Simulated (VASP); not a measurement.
Consider the following.

```
HfN
1.0
    0.00000     2.26915     2.26915
    2.26915     0.00000     2.26915
    2.26915     2.26915     0.00000
Hf N
1 1
Cartesian
  0.00000   0.00000   0.00000
  2.26915   2.26915   2.26915
```

All values below come from PW91 GGA, VASP's PBE PAW potentials (set 64) (plane waves; VASP 6.6.1). Settings: 520 eV cut-off, Gaussian smearing of 0.050 eV, potentials Hf_pv N.

Question: Give the energies of bands 5 to 10 at the high-symmetry points, in eV from the Fermi level.

Answer: 
```
band      Γ      X      U      L      W
----  -----  -----  -----  -----  -----
5     -3.04  -5.40  -6.30  -8.80  -6.13
6     -3.04  -3.77  -5.50  -6.15  -5.45
7     -3.04  -3.70  -4.95  -6.15  -5.45
8     -0.38  -3.70  -0.87   3.17   1.07
9     -0.38   3.98   3.77   3.58   1.07
10    -0.38   5.36   4.32   3.58   5.36
```

It has no gap at this level: it comes out as a metal or semimetal.

The compound is HfN in the rock salt structure. It was relaxed first. The electron count is odd and the run is not spin-polarised, which forces a metal.
